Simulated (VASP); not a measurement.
Here is the system:

```
CELL_PARAMETERS angstrom
     -3.35598     4.74878     2.95081
      3.35598    -4.74878     2.95081
      3.35598     4.74878    -2.95081
ATOMIC_POSITIONS crystal
  Si 0.75000 0.75000 0.00000
  Si 0.25000 0.25000 0.00000
  Se 0.37364 0.68927 0.06291
  Se 0.62636 0.31073 0.93709
  Se 0.12636 0.18927 0.31563
  Se 0.87364 0.81073 0.68437
```

Calculation: PBE GGA, VASP's PBE PAW potentials (set 64) (plane waves; VASP). Numerical set-up: 300 eV cut-off, 3×3×3 Γ-centred mesh, Gaussian smearing of 0.010 eV, potentials Si Se.

Question: Predict the energy per atom (σ→0), pressure.

Answer: 
```json
{
 "energy per atom (σ→0)": "-4.587 eV/atom",
 "pressure": "1.34 GPa"
}
```

The absolute energy has meaning only against runs of the same code, potentials and settings.

The structure comes from a computed database's SiSe2 entry; how it stands against other phases isn't given here. The cell was not relaxed at this level. The k-mesh is coarse (spacing up to 0.47 per Å, 2π included), so the numbers may not be converged in it.
